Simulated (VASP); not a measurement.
Data:

```
CELL_PARAMETERS angstrom
      3.86494     0.00000     0.00000
      0.00000     3.86494     0.00000
      0.00000     0.00000     5.42938
ATOMIC_POSITIONS crystal
  Al 0.50000 0.50000 0.50000
  Ga 0.00000 0.00000 0.00000
  P  0.00000 0.50000 0.24982
  P  0.50000 0.00000 0.75018
```

The numbers are results of PBEsol GGA with spin-orbit coupling, VASP's PBE PAW potentials (set 64) (plane waves; VASP), not measurements. Settings: 400 eV cut-off, 5×5×4 Γ-centred mesh, Gaussian smearing of 0.050 eV, potentials Al Ga_d P.

The path is coarsely sampled, so an indirect gap can come out somewhat too large.

Task: What does the run give for the energy per atom (σ→0), band gap (over mesh and band path) with the smallest direct gap where there is one?

Result: 
```yaml
band gap (over mesh and band path): 1.46 eV
smallest direct gap (over mesh and band path): 1.50 eV
energy per atom (σ→0): -5.221 eV/atom
```

Total energies compare only between runs with the same potentials, cut-off and functional.

The structure comes from a computed database's AlGaP2 entry (P-4m2); how it stands against other phases isn't given here. It was relaxed first.
